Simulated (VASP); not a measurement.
Output of a VASP run:

File OSZICAR:
```
       N       E                     dE             d eps       ncg     rms          rms(c)
DAV:   1    -0.461429899602E+01   -0.46143E+01   -0.51048E+03  1392   0.101E+03
DAV:   2    -0.222481876181E+02   -0.17634E+02   -0.17050E+02  2192   0.112E+02
DAV:   3    -0.223473519990E+02   -0.99164E-01   -0.99164E-01  1376   0.107E+01
DAV:   4    -0.223475025898E+02   -0.15059E-03   -0.15059E-03  1992   0.441E-01
DAV:   5    -0.223475026526E+02   -0.62803E-07   -0.62803E-07  1400   0.495E-03    0.497E+00
DAV:   6    -0.199941100320E+02    0.23534E+01   -0.33074E-01  1432   0.713E+00    0.381E+00
DAV:   7    -0.219465909369E+02   -0.19525E+01   -0.11595E+00  1736   0.985E+00    0.826E-01
DAV:   8    -0.198575486051E+02    0.20890E+01   -0.46117E-01  1400   0.712E+00    0.763E-01
DAV:   9    -0.199243045068E+02   -0.66756E-01   -0.10864E-01  1344   0.575E+00    0.183E-01
DAV:  10    -0.199541695377E+02   -0.29865E-01   -0.27293E-02  1384   0.229E+00    0.189E-01
DAV:  11    -0.199567549428E+02   -0.25854E-02   -0.12542E-02  1368   0.173E+00    0.913E-02
DAV:  12    -0.199570970646E+02   -0.34212E-03   -0.45321E-04  1472   0.327E-01    0.390E-02
DAV:  13    -0.199572808919E+02   -0.18383E-03   -0.48650E-04  1344   0.345E-01    0.103E-02
DAV:  14    -0.199573296302E+02   -0.48738E-04   -0.51384E-05  1344   0.113E-01    0.283E-03
DAV:  15    -0.199573283739E+02    0.12563E-05   -0.10097E-05  1360   0.477E-02    0.186E-03
DAV:  16    -0.199573392443E+02   -0.10870E-04   -0.48405E-07  1344   0.112E-02    0.110E-03
DAV:  17    -0.199573364735E+02    0.27708E-05   -0.74383E-08   840   0.464E-03    0.593E-04
DAV:  18    -0.199573373490E+02   -0.87559E-06   -0.13232E-08   672   0.182E-03    0.338E-04
DAV:  19    -0.199573373346E+02    0.14485E-07   -0.22365E-09   672   0.670E-04
   1 F= -.19957337E+02 E0= -.19957337E+02  d E =-.205055E-16
```

File OUTCAR:
```
------------------------ aborting loop because EDIFF is reached ----------------------------------------
  FORCE on cell =-STRESS in cart. coord.  units (eV):
  Direction    XX          YY          ZZ          XY          YZ          ZX
  --------------------------------------------------------------------------------------
  Total       -1.7829440     -1.7829440     -1.7829440     -0.0000000     -0.0000000     -0.0000000
  in kB     -239.8434073   -239.8434073   -239.8434073     -0.0000000     -0.0000000     -0.0000000
  external PRESSURE =    -239.8434073 kB  Pullay stress =       0.0000000 kB
  volume of cell :       11.91
      direct lattice vectors                 reciprocal lattice vectors
     0.000000000  1.812578534  1.812578534    -0.275850117  0.275850117  0.275850117
     1.812578534  0.000000000  1.812578534     0.275850117 -0.275850117  0.275850117
     1.812578534  1.812578534  0.000000000     0.275850117  0.275850117 -0.275850117
 POSITION                                       TOTAL-FORCE (eV/Angst)
 -----------------------------------------------------------------------------------
      0.00000      0.00000      0.00000        -0.000000     -0.000000     -0.000000
      0.90629      0.90629      0.90629         0.000000      0.000000      0.000000
 -----------------------------------------------------------------------------------
    total drift:                                0.000000      0.000000      0.000000
  FREE ENERGIE OF THE ION-ELECTRON SYSTEM (eV)
  ---------------------------------------------------
  free  energy   TOTEN  =       -19.9573373346 eV

  energy  without entropy=      -19.9573373346  energy(sigma->0) =      -19.95733733
```
(Selected blocks of OUTCAR.)

### POSCAR
```
C
1
    0.0000000000     1.8125785341     1.8125785341
    1.8125785341     0.0000000000     1.8125785341
    1.8125785341     1.8125785341     0.0000000000
C
2
Direct
  0.0000000000   0.0000000000   0.0000000000
  0.2500000000   0.2500000000   0.2500000000
```

Problem. Reconstruct the remaining input files.

Solution. This is not unique; one that fits is the input of the run itself, SCAN meta-GGA, plane waves, VASP's PBE PAW potentials (set 64).

### KPOINTS
```
Automatic
0
Gamma
 13 13 13
```

**INCAR**
```
! general
SYSTEM  = C
PREC    = Accurate
ENCUT   = 520
LREAL   = .FALSE.
LASPH   = .TRUE.

! electronic loop
EDIFF   = 1E-7
NELM    = 100
ALGO    = Normal
LMIXTAU = .TRUE.

! smearing
ISMEAR  = 0
SIGMA   = 0.05

! functional
METAGGA = SCAN

! ions
ISIF    = 2

! output
LWAVE   = .FALSE.
LCHARG  = .FALSE.
```

POTCAR, in this order: C (PBE.64 set). Program: vasp_std.

The compound is C in the diamond structure. This cell is one point of a volume scan, at 1.06 of the reference volume.
